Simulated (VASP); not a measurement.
# RePb2 (Fm-3m) in VASP: reference runs

Aim: a first look at RePb2 with PBE, on the cell as given.

All numbers are computed with VASP 6.6.1; they aren't measurements. Logs are shortened: lines on timing, memory, paths and dates and some standing lists are left out, and cuts for length are marked.

## (1) The crystal as given

It takes space group Fm-3m (No. 225, cubic). Conventional cell: a = 6.732 Å, b = 6.732 Å, c = 6.732 Å, α = 90.00°, β = 90.00°, γ = 90.00°. Re (site symmetry m-3m) has 8 Pb at 2.91 Å as nearest neighbours. Pb (site symmetry -43m) has 4 Re at 2.91 Å as nearest neighbours.

The cell was built by a generator and needn't be a form met in nature.

## (2) Single point, PBE

The input, INCAR:

```
ALGO     = Normal         # electronic algorithm
EDIFF    = 1E-7           # SCF threshold, eV
ENCUT    = 520            # plane-wave cutoff, eV
GGA      = PE             # functional
ISIF     = 2              # what is computed and relaxed
ISMEAR   = -1             # smearing method
LASPH    = T              # aspherical terms in the spheres
LCHARG   = F              # write CHGCAR
LREAL    = F              # projectors in reciprocal space
LWAVE    = F              # write WAVECAR
NBANDS   = 24             # bands
NELM     = 100            # most SCF steps
PREC     = Accurate       # precision mode
SIGMA    = 0.05           # smearing width, eV
```

The input, KPOINTS:

```
k-points
0
Gamma
  7 7 7
```

The input, POSCAR:

```
RePb2
1.0
    0.0000000000      3.3657800000      3.3657800000
    3.3657800000      0.0000000000      3.3657800000
    3.3657800000      3.3657800000      0.0000000000
Re Pb
1 2
Direct
    0.0000000000      0.0000000000      0.0000000000
    0.2500000000      0.2500000000      0.2500000000
    0.7500000000      0.7500000000      0.7500000000
```

Potentials or basis: VASP PAW PBE potentials, release 64 (Re, Pb_d).

Launch:

```
> cat potpaw_PBE.64/Re/POTCAR potpaw_PBE.64/Pb_d/POTCAR > POTCAR
> mpirun -np 1 vasp_std > vasp.out
```

OUTCAR:

```text
EDIFF = 1E-7
   ENCUT = 520
   GGA = PE
   ISIF = 2
   ISMEAR = -1
   LASPH = T
   LREAL = F
   NELM = 100
   PREC = Accurate

 ion  position               nearest neighbor table
   1  0.000  0.000  0.000-   3 2.91   3 2.91   3 2.91   2 2.91   2 2.91   2 2.91   3 2.91   2 2.91

   2  0.250  0.250  0.250-   1 2.91   1 2.91   1 2.91   1 2.91   3 3.37   3 3.37   3 3.37   3 3.37
                             3 3.37   3 3.37
   3  0.750  0.750  0.750-   1 2.91   1 2.91   1 2.91   1 2.91   2 3.37   2 3.37   2 3.37   2 3.37
                             2 3.37   2 3.37

  LATTYP: Found a face centered cubic cell.
 ALAT       =     6.7315600000

  Lattice vectors:

 A1 = (   0.0000000000,   3.3657800000,   3.3657800000)
 A2 = (   3.3657800000,   0.0000000000,   3.3657800000)
 A3 = (   3.3657800000,   3.3657800000,   0.0000000000)

Analysis of symmetry for initial positions (statically):
=====================================================================
 Subroutine PRICEL returns:
 Original cell was already a primitive cell.

 Routine SETGRP: Setting up the symmetry group for a
 face centered cubic supercell.

 Subroutine GETGRP returns: Found 48 space group operations
 (whereof 48 operations were pure point group operations)
 out of a pool of 48 trial point group operations.

The static configuration has the point symmetry O_h .

Analysis of symmetry for dynamics (positions and initial velocities):
=====================================================================
 Subroutine PRICEL returns:
 Original cell was already a primitive cell.

 Routine SETGRP: Setting up the symmetry group for a
 face centered cubic supercell.

 Subroutine GETGRP returns: Found 48 space group operations
 (whereof 48 operations were pure point group operations)
 out of a pool of 48 trial point group operations.

The dynamic configuration has the point symmetry O_h .

 Subroutine INISYM returns: Found 48 space group operations
 (whereof 48 operations are pure point group operations),
 and found     1 'primitive' translations

----------------------------------------------------------------------------------------

                                     Primitive cell

  volume of cell :      76.2583

  direct lattice vectors                    reciprocal lattice vectors
     0.000000000  3.365780000  3.365780000    -0.148553976  0.148553976  0.148553976
     3.365780000  0.000000000  3.365780000     0.148553976 -0.148553976  0.148553976
     3.365780000  3.365780000  0.000000000     0.148553976  0.148553976 -0.148553976

  length of vectors
     4.759931724  4.759931724  4.759931724     0.257303033  0.257303033  0.257303033

  position of ions in fractional coordinates (direct lattice)
     0.000000000  0.000000000  0.000000000
     0.250000000  0.250000000  0.250000000
     0.750000000  0.750000000  0.750000000

  ion indices of the primitive-cell ions
   primitive index   ion index
                 1           1
                 2           2
                 3           3

----------------------------------------------------------------------------------------

 KPOINTS: k-points

Automatic generation of k-mesh.
 Grid dimensions read from file:
 generate k-points for:    7    7    7

 Generating k-lattice:

  Cartesian coordinates                     Fractional coordinates (reciprocal lattice)
    -0.021221997  0.021221997  0.021221997     0.142857143  0.000000000  0.000000000
     0.021221997 -0.021221997  0.021221997     0.000000000  0.142857143  0.000000000
     0.021221997  0.021221997 -0.021221997     0.000000000  0.000000000  0.142857143

  Length of vectors
     0.036757576  0.036757576  0.036757576

  Shift w.r.t. Gamma in fractional coordinates (k-lattice)
     0.000000000  0.000000000  0.000000000

 Subroutine IBZKPT returns following result:
 ===========================================

 Found     20 irreducible k-points:

 Following reciprocal coordinates:
            Coordinates               Weight
  0.000000  0.000000  0.000000      1.000000
  0.142857  0.000000  0.000000      8.000000
  0.285714  0.000000  0.000000      8.000000
  0.428571  0.000000  0.000000      8.000000
  0.142857  0.142857  0.000000      6.000000
  0.285714  0.142857  0.000000     24.000000
[... 12 lines left out ...]
 -0.428571  0.428571  0.142857     24.000000
 -0.285714  0.428571  0.142857     24.000000
   k-points           NKPTS =     20   k-points in BZ     NKDIM =     20   number of bands    NBANDS=     24
   number of dos      NEDOS =    301   number of ions     NIONS =      3
   total plane-waves  NPLWV =  46656
   dimension x,y,z NGX =    36 NGY =   36 NGZ =   36
   dimension x,y,z NGXF=    72 NGYF=   72 NGZF=   72
   ions per type =               1   2
   NGX,Y,Z   is equivalent  to a cutoff of  12.57, 12.57, 12.57 a.u.
   NGXF,Y,Z  is equivalent  to a cutoff of  25.15, 25.15, 25.15 a.u.
 SYSTEM =  unknown system
   PREC   = accura    normal or accurate (medium, high low for compatibility)
   ISTART =      0    job   : 0-new  1-cont  2-samecut
   ICHARG =      2    charge: 1-file 2-atom 10-const
   ISPIN  =      1    spin polarized calculation?
   LNONCOLLINEAR =      F non collinear calculations
   LSORBIT =      F    spin-orbit coupling
   LASPH  =      T    aspherical Exc in radial PAW
   ENCUT  =  520.0 eV  38.22 Ry    6.18 a.u.   8.85  8.85  8.85*2*pi/ulx,y,z
   NELM   =    100;   NELMIN=  2; NELMDL= -5     # of ELM steps
   EDIFF  = 0.1E-06   stopping-criterion for ELM
   LREAL  =      F    real-space projection
   EDIFFG = 0.1E-05   stopping-criterion for IOM
   NSW    =      0    number of steps for IOM
   IBRION =     -1    ionic relax: 0-MD 1-quasi-New 2-CG
   NFREE  =      0    steps in history (QN), initial steepest desc. (CG)
   ISIF   =      2    stress and relaxation
   ISYM   =      2    0-nonsym 1-usesym 2-fastsym
   POTIM  = 0.5000    time-step for ionic-motion
   TEBEG  =    0.0;   TEEND  =   0.0 temperature during run
   PSTRESS=    0.0 pullay stress
   NELECT =      35.0000    total number of electrons
   NUPDOWN=      -1.0000    fix difference up-down
   EMIN   =  10.00;   EMAX   =-10.00  energy-range for DOS
   EFERMI =   0.00;   METHOD = LEGACY
   ISMEAR =    -1;   SIGMA  =   0.05  broadening in eV -4-tet -1-fermi 0-gaus
   EFERMI_NEDOS =   21; number of points for ismear=-14 and -15
   IALGO  =     38    algorithm
   IMIX   =      4    mixing-type and parameters
     AMIX     =   0.40;   BMIX     =  1.00
     AMIX_MAG =   1.60;   BMIX_MAG =  1.00
  volume/ion in A,a.u.               =      25.42       171.54
  Fermi-wavevector in a.u.,A,eV,Ry     =   1.262802  2.386349 21.696774  1.594668
  Thomas-Fermi vector in A             =   2.396191
   LORBIT       =      0    0 simple, 1 ext, 2 COOP (PROOUT), +10 PAW based schemes
   GGA     = PE    functional components
   LHFCALC =     F    Hartree Fock is set to
   AEXX    =    0.0000 exact exchange contribution
   IVDW    =     0    specifies the selected vdW correction
   LEPSILON=     F    determine dielectric tensor
   LRPA    =     F    only Hartree local field effects (RPA)
 non-spin polarized calculation
  energy-cutoff  :      520.00
  volume of cell :       76.26
 maximum number of plane-waves:      2085
   NGX = 17   NGY = 17   NGZ = 17

 number of electron      35.0000003 magnetization

 Free energy of the ion-electron system (eV)
  ---------------------------------------------------
  ext. energy  EPLUGINS =         0.00000000
  ---------------------------------------------------
  free energy    TOTEN  =       -16.48384294 eV

  energy without entropy =      -16.45927518  energy(sigma->0) =      -16.47155906

 E-fermi :   6.8113     XC(G=0): -10.7319

 val. band max:        6.7861357422   @ k =  -0.4286   0.2857   0.1429
 cond. band min:       6.9287342633   @ k =  -0.4286   0.2857   0.0000
 fundamental gap:      0.1425985212
 Fermi energy:         6.8112616126

 k-point     1 :       0.0000    0.0000    0.0000
  band No.  band energies     occupation
      1     -10.0834      2.00000
      2     -10.0834      2.00000
      3      -9.9277      2.00000
      4      -9.9277      2.00000
      5      -9.9277      2.00000
      6      -9.6897      2.00000
[... 16 lines left out ...]
     23      11.5225      0.00000
     24      11.8363      0.00000

 k-point     2 :       0.1429    0.0000    0.0000
  band No.  band energies     occupation
      1     -10.0555      2.00000
      2     -10.0555      2.00000
      3      -9.9248      2.00000
      4      -9.9155      2.00000
      5      -9.9155      2.00000
      6      -9.7007      2.00000
[... 16 lines left out ...]
     23      11.4012      0.00000
     24      12.0392      0.00000

 k-point     3 :       0.2857    0.0000    0.0000
  band No.  band energies     occupation
      1      -9.9772      2.00000
      2      -9.9772      2.00000
      3      -9.9055      2.00000
      4      -9.8815      2.00000
      5      -9.8815      2.00000
      6      -9.7320      2.00000
[... 16 lines left out ...]
     23      11.5948      0.00000
     24      12.6856      0.00000

 k-point     4 :       0.4286    0.0000    0.0000
  band No.  band energies     occupation
      1      -9.8634      2.00000
      2      -9.8634      2.00000
      3      -9.8615      2.00000
      4      -9.8334      2.00000
      5      -9.8334      2.00000
      6      -9.7798      2.00000
[... 16 lines left out ...]
     23      11.7318      0.00000
     24      14.1935      0.00000

 k-point     5 :       0.1429    0.1429    0.0000
  band No.  band energies     occupation
      1     -10.0770      2.00000
      2     -10.0193      2.00000
      3      -9.9394      2.00000
      4      -9.9052      2.00000
      5      -9.9052      2.00000
      6      -9.7088      2.00000
[... 16 lines left out ...]
     23      11.5698      0.00000
     24      11.7193      0.00000

 k-point     6 :       0.2857    0.1429    0.0000
  band No.  band energies     occupation
      1     -10.0446      2.00000
      2      -9.9413      2.00000
      3      -9.9371      2.00000
      4      -9.8762      2.00000
      5      -9.8752      2.00000
      6      -9.7375      2.00000
[... 16 lines left out ...]
     23      11.8028      0.00000
     24      11.9771      0.00000
[... 271 lines left out ...]
 k-point    17 :       0.4286    0.2857    0.1429
  band No.  band energies     occupation
      1     -10.0204      2.00000
      2      -9.9373      2.00000
      3      -9.8550      2.00000
      4      -9.8469      2.00000
      5      -9.8301      2.00000
      6      -9.7832      2.00000
[... 16 lines left out ...]
     23      12.1146      0.00000
     24      13.1295      0.00000

 k-point    18 :      -0.4286    0.2857    0.1429
  band No.  band energies     occupation
      1      -9.9615      2.00000
      2      -9.9058      2.00000
      3      -9.8733      2.00000
      4      -9.8415      2.00000
      5      -9.8215      2.00000
      6      -9.7828      2.00000
[... 16 lines left out ...]
     23      12.5243      0.00000
     24      13.5104      0.00000

 k-point    19 :      -0.4286    0.4286    0.1429
  band No.  band energies     occupation
      1     -10.0087      2.00000
      2      -9.9526      2.00000
      3      -9.9013      2.00000
      4      -9.8229      2.00000
      5      -9.8098      2.00000
      6      -9.7902      2.00000
[... 16 lines left out ...]
     23      13.3875      0.00000
     24      15.0043      0.00000

 k-point    20 :      -0.2857    0.4286    0.1429
  band No.  band energies     occupation
      1      -9.9544      2.00000
      2      -9.9435      2.00000
      3      -9.9133      2.00000
      4      -9.8634      2.00000
      5      -9.8045      2.00000
      6      -9.7945      2.00000
[... 16 lines left out ...]
     23      13.2067      0.00000
     24      13.5923      0.00000

------------------------ aborting loop because EDIFF is reached ----------------------------------------

  FORCE on cell =-STRESS in cart. coord.  units (eV):
  Direction    XX          YY          ZZ          XY          YZ          ZX
  --------------------------------------------------------------------------------------
  -------------------------------------------------------------------------------------
  Total        0.0637532      0.0637532      0.0637532     -0.0000000      0.0000000     -0.0000000
  in kB        1.3394465      1.3394465      1.3394465     -0.0000000      0.0000000     -0.0000000
  external PRESSURE =       1.3394465 kB  Pullay stress =       0.0000000 kB

 VOLUME and BASIS-vectors are now :
 -----------------------------------------------------------------------------
  energy-cutoff  :      520.00
  volume of cell :       76.26
      direct lattice vectors                 reciprocal lattice vectors
     0.000000000  3.365780000  3.365780000    -0.148553976  0.148553976  0.148553976
     3.365780000  0.000000000  3.365780000     0.148553976 -0.148553976  0.148553976
     3.365780000  3.365780000  0.000000000     0.148553976  0.148553976 -0.148553976

 POSITION                                       TOTAL-FORCE (eV/Angst)
 -----------------------------------------------------------------------------------
      0.00000      0.00000      0.00000        -0.000000      0.000000      0.000000
      1.68289      1.68289      1.68289         0.000000      0.000000     -0.000000
      5.04867      5.04867      5.04867        -0.000000     -0.000000      0.000000
 -----------------------------------------------------------------------------------
    total drift:                                0.000000      0.000000      0.000000

  FREE ENERGIE OF THE ION-ELECTRON SYSTEM (eV)
  ---------------------------------------------------
  free  energy   TOTEN  =       -16.4838429414 eV

  energy  without entropy=      -16.4592751773  energy(sigma->0) =      -16.47155906
```

Wall time 18 s (1 thread of Intel Xeon 6975P-C (Granite Rapids), shared host); peak memory 0.21 GiB.

What came out:

- Free energy: -16.4838 eV
- Pressure: 0.1 GPa
- Band gap on the k mesh: none (metal or under the smearing width)

Spin-orbit coupling is left out, which matters for the levels of Pb, Re.
